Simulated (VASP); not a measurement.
Crystal: Sb.

```
Sb
1.0
     2.15420    1.24373    3.75800
    -2.15420    1.24373    3.75800
     0.00000   -2.48746    3.75800
Sb
2
Direct
  0.23349 0.23349 0.23349
  0.76651 0.76651 0.76651
```

| Property | Result |
| --- | --- |
| Program | VASP 6.6.1 |
| Task | relaxation of cell and atoms |
| Functional | rev-vdW-DF2 |
| Potentials or basis | VASP PAW PBE potentials, release 64 (Sb) |
| Cutoff | 600 eV |
| k mesh | 12 × 12 × 10 |
| Occupations | methfessel-paxton, width 0.1 eV |
| Spin | no spin polarisation |

At the start: pressure 2.1 GPa; volume 30.21 Å³/atom.

Question: Where does the relaxation end?

Answer: Over 10 steps the energy falls by 7.8 meV/atom and the volume is 31.08 Å³/atom (+2.9 %); space group R-3m (No. 166, to 0.05 Å).

The path:
```csv
step,energy change (eV),largest force (eV/Å),pressure (GPa),volume (Å³)
1,0.0000,0.2759,2.11,60.41
2,-0.0078,0.1224,-1.38,63.96
3,-0.0152,0.0317,-0.04,62.45
4,-0.0152,0.0363,-0.01,62.41
5,-0.0153,0.0290,0.01,62.35
6,-0.0155,0.0074,0.04,62.18
7,-0.0155,0.0002,0.05,62.12
8,-0.0156,0.0100,-0.08,62.24
9,-0.0156,0.0056,-0.02,62.18
10,-0.0156,0.0008,0.00,62.16
```

Final structure:
```
Sb
1.0
     2.18127    1.25936    3.77155
    -2.18127    1.25936    3.77155
     0.00000   -2.51872    3.77155
Sb
2
Direct
  0.23480 0.23480 0.23480
  0.76520 0.76520 0.76520
```

Caveat: the PAW data sets were made with another functional, which shifts forces and pressure a little.
